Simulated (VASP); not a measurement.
```xyz
2
Lattice="3.8794 0.0000 0.0000 0.0000 3.8794 0.0000 0.0000 0.0000 3.8794" Properties=species:S:1:pos:R:3 pbc="T T T"
Tl     0.0000     0.0000     0.0000
Cl     1.9397     1.9397     1.9397
```

The numbers are results of PW91 GGA, VASP's PBE PAW potentials (set 64) (plane waves; VASP 6.6.1), not measurements. Run with 520 eV cut-off, Gaussian smearing of 0.050 eV, potentials Tl_d Cl.

Unless said otherwise, spin-orbit coupling is left out, though it shifts the bands of the heavy elements here.

Q: Give the energies of bands 7 to 13 at the high-symmetry points, in eV from the valence-band maximum.

A: 
```
band      Γ      X      M      R
----  -----  -----  -----  -----
7     -4.48  -5.25  -3.31  -2.19
8     -1.38  -0.98  -2.76  -1.85
9     -1.38  -0.98  -2.76  -1.85
10    -1.38   0.00  -0.93  -1.85
11     7.66   2.14   4.83   2.64
12     7.66   6.53   4.83   2.64
13     7.66   6.53   8.29   2.64
```

The gap is direct, 2.14 eV, from the valence maximum at X to the conduction minimum at X.

The compound is TlCl in the CsCl type structure. It was relaxed first.
